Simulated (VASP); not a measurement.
```yaml
crystal:
  lattice:
    - [5.50958, 0.00000, 0.00000]
    - [0.00000, 5.50958, 0.00000]
    - [0.00000, 0.00000, 5.50958]
  atoms:
    - { symbol: Sc, position: [0.00000, 0.00000, 0.00000] }
    - { symbol: I, position: [0.50000, 0.00000, 0.00000] }
    - { symbol: I, position: [0.00000, 0.00000, 0.50000] }
    - { symbol: I, position: [0.00000, 0.50000, 0.00000] }
```

The base run (VASP): PBE GGA, plane waves, VASP's PBE PAW potentials (set 64). Settings: 400 eV cut-off, 4×4×4 Γ-centred mesh, Gaussian smearing of 0.050 eV, potentials Sc_sv I.

One setting is varied; ΔE counts from the base run. The base run took about 50 core-seconds. The timings are rough (shared machines, no repeats); factors under 2 mean little.

Pressures at a finite cut-off, here 400 eV, hold a Pulay part, which wasn't tested here.

```json
[
 {"setting": "KPOINTS 2×2×2 Monkhorst-Pack mesh", "cost over the base run": "about 1/3", "electronic steps": "15", "ΔE (meV/atom)": "-31.8", "pressure (GPa)": "4.80"},
 {"setting": "KPOINTS 3×3×3 Monkhorst-Pack mesh", "cost over the base run": "about 1/3", "electronic steps": "15", "ΔE (meV/atom)": "11.9", "pressure (GPa)": "4.87"},
 {"setting": "KPOINTS 5×5×5 Monkhorst-Pack mesh", "cost over the base run": "within a factor of 2", "electronic steps": "15", "ΔE (meV/atom)": "-1.5", "pressure (GPa)": "4.71"},
 {"setting": "KPOINTS 6×6×6 Monkhorst-Pack mesh", "cost over the base run": "within a factor of 2", "electronic steps": "15", "ΔE (meV/atom)": "-1.9", "pressure (GPa)": "4.71"},
 {"setting": "base run", "cost over the base run": "reference", "electronic steps": "15", "ΔE (meV/atom)": "0.0", "pressure (GPa)": "4.73"}
]
```

Left out are runs that failed, have no time on record or changed the cell.

The structure was generated: ScI3 was put into the ReO3 type (Pm-3m), which need not be its known phase. The cell was not relaxed at this level.
